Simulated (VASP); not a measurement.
All values below come from HSE06 screened hybrid, VASP's PBE PAW potentials (set 64) (plane waves; VASP).

VASP ran on this input.

KPOINTS:
```
Automatic mesh
0
Gamma
1 1 1
0 0 0
```

POSCAR:
```
Al35GaN36
10.0192030
  0.4684272449  -0.8113397860   0.0000000000
  0.4684272449   0.8113397860   0.0000000000
  0.0000000000   0.0000000000   0.9999999616
Al N Ga
35 36 1
Cart
  0.1558492862  -0.0902927470   0.2495816494
  0.1554811178   0.0899017634   0.9997297755
  0.1557995303  -0.0902650935   0.7495370733
  0.1548018161   0.0901004057   0.4995987537
  0.3115217978   0.1806761479   0.2479628781
  0.3120889533   0.3611675733   0.9996714844
  0.3110248763   0.1808603348   0.7515537877
  0.3114124288   0.3613513203   0.4995881567
  0.4682654286   0.4507979938   0.2495861786
  0.4682818571   0.6309605829   0.9996499673
  0.4682117984   0.4506371616   0.7495283570
  0.4680435948   0.6309271317   0.4996326538
  0.3120879949  -0.3606336537   0.2497160895
  0.3117310519  -0.1806678335   0.9996539673
  0.3120558027  -0.3607687501   0.7496447074
  0.3114816329  -0.1811526473   0.4996922149
  0.4681393373  -0.0908165182   0.2480209971
  0.4682293845   0.0901179961   0.9995339714
  0.4680454444  -0.0912522608   0.7515314803
  0.6248644497   0.1804635023   0.2480574362
  0.6245210037   0.3610166820   0.9997716027
  0.6251490560   0.1806629494   0.7515133608
  0.6246965116   0.3612312002   0.4996553646
  0.4682236729  -0.6311417330   0.2496177130
  0.4683703267  -0.4507727382   0.9996653051
  0.4681533951  -0.6310309230   0.7494811158
  0.4681017964  -0.4507908887   0.4994174154
  0.6244733843  -0.3604350319   0.2496435917
  0.6248194796  -0.1805408072   0.9998087862
  0.6241871255  -0.3605553577   0.7495472777
  0.6245870516  -0.1810523833   0.4996893992
  0.7806232939  -0.0901787072   0.2496793369
  0.7810411106   0.0899685650   0.9996910535
  0.7804726081  -0.0902427832   0.7497154096
  0.7811712346   0.0901065128   0.4996446277
  0.1557974726  -0.0902253833   0.4411978339
  0.1554501528   0.0897841541   0.1906402422
  0.1558620764  -0.0902741935   0.9408130406
  0.1559214276   0.0901166194   0.6910898240
  0.3066319905   0.1832942731   0.4382666432
  0.3121209856   0.3612808301   0.1905452838
  0.3115679788   0.1806173890   0.9424750393
  0.3119618086   0.3605248914   0.6911357078
  0.4680931382   0.4505877415   0.4411981351
  0.4682264237   0.6309802976   0.1910786338
  0.4683601009   0.4508145119   0.9407736855
  0.4681095897   0.6309142980   0.6909610293
  0.3119499874  -0.3606758011   0.4410872145
  0.3115644833  -0.1806600798   0.1905857808
  0.3122846195  -0.3607490523   0.9408886484
  0.3120082419  -0.1804174408   0.6911642822
  0.4679915158  -0.0960846555   0.4383805810
  0.4681430176   0.0901156681   0.1910441877
  0.4682516517  -0.0907598246   0.9424220177
  0.4679834737   0.0900985566   0.6994263460
  0.6291941249   0.1831058920   0.4383731725
  0.6244053877   0.3610777870   0.1906825650
  0.6248904407   0.1805222270   0.9424393834
  0.6243133148   0.3603261278   0.6911342864
  0.4679714989  -0.6310952413   0.4410064490
  0.4683464535  -0.4507538037   0.1911109507
  0.4682888461  -0.6309222045   0.9407505045
  0.4681543977  -0.4507824706   0.6909195716
  0.6241831250  -0.3605419711   0.4410200083
  0.6248858220  -0.1804497367   0.1907187643
  0.6243219123  -0.3605605749   0.9408024902
  0.6241335885  -0.1801710096   0.6911784238
  0.7803283454  -0.0901714530   0.4412805059
  0.7810546493   0.0898173960   0.1905957153
  0.7806967991  -0.0902404631   0.9409513809
  0.7802956561   0.0901120728   0.6911541842
  0.4677978291   0.0901303267   0.5009109026
```

INCAR:
```
SYSTEM = Al35GaN36
PREC = Normal; ENCUT = 400; LREAL = Auto
LASPH = .TRUE.; ISYM = 0
EDIFF = 1E-5; NELM = 50; NELMIN = 4
ALGO = Normal; LMAXMIX = 4
ISMEAR = 0; SIGMA = 0.05
GGA = PE; LHFCALC = .TRUE.; AEXX = 0.25
HFSCREEN = 0.2; PRECFOCK = Fast
ISIF = 0
LWAVE = .FALSE.; LCHARG = .FALSE.
```

POTCAR, in this order: Al N Ga (PBE.64 set). Program: vasp_gam. Read from the step before: WAVECAR.

**Question.** What will the output report for the number of irreducible k-points (NKPTS), largest plane-wave count, FFT grid (NGX, NGY, NGZ)?

**Answer.** 
number of irreducible k-points (NKPTS): 1
largest plane-wave count: 6983
FFT grid (NGX, NGY, NGZ): 48 × 48 × 50

The cell is a supercell with a defect, built from AlN (wurtzite): Ga_Al. The cell's shape comes from a PBE relaxation. The run is not spin-polarised, so no state with unpaired spins was tried.
